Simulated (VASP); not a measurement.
Method: revPBE GGA, VASP's PBE PAW potentials (set 64) (plane waves; VASP 6.6.1).

VASP ran on this input.

INCAR:
```
NSW  =  60
LREAL  =  .FALSE.
NELM  =  100
LMAXMIX  =  4   ! l cut-off of mixed one-centre charges
SYSTEM  =  BAs
LASPH  =  .TRUE.   ! aspherical one-centre terms
EDIFF  =  1E-6   ! SCF stop (eV)
SIGMA  =  0.05   ! width (eV)
ISIF  =  3
ENCUT  =  520
GGA  =  RE   ! revPBE
ISMEAR  =  0
EDIFFG  =  -0.01   ! ionic stop
PREC  =  Accurate
IBRION  =  2   ! conjugate gradients
ALGO  =  Normal   ! blocked Davidson
LCHARG  =  .FALSE.
LWAVE  =  .FALSE.
```

File POSCAR:
```
BAs
1
   -0.0000000000     2.4197098865     2.4197098865
    2.4197098865     0.0000000000     2.4197098865
    2.4197098865     2.4197098865     0.0000000000
B As
1 1
Direct
  0.0000000000   0.0000000000   0.0000000000
  0.2500000000   0.2500000000   0.2500000000
```

KPOINTS:
```
Automatic mesh
0
Gamma
 9 9 9
```

POTCAR, in this order: B As (PBE.64 set). Program: vasp_std.

Question: Predict the energy per atom (σ→0).

Answer: 
The energy per atom (σ→0) comes out as -5.433 eV/atom.

**OSZICAR**
```
...
DAV:   6    -0.109115837643E+02    0.47877E+00   -0.15793E+00   576   0.634E+00    0.238E+00
DAV:   7    -0.108681690830E+02    0.43415E-01   -0.18365E-01   800   0.258E+00    0.940E-01
DAV:   8    -0.108649113569E+02    0.32577E-02   -0.19372E-02   592   0.104E+00    0.109E-01
DAV:   9    -0.108654398848E+02   -0.52853E-03   -0.77996E-04   744   0.216E-01    0.592E-02
DAV:  10    -0.108657473931E+02   -0.30751E-03   -0.52418E-04   696   0.173E-01    0.178E-02
DAV:  11    -0.108657573979E+02   -0.10005E-04   -0.32600E-05   856   0.419E-02    0.122E-02
DAV:  12    -0.108657579377E+02   -0.53978E-06   -0.40210E-06   568   0.169E-02
   1 F= -.10865758E+02 E0= -.10865758E+02  d E =-.108658E+02
```

The compound is BAs in the zinc blende structure. It was relaxed first. The start is the result of an earlier pass.
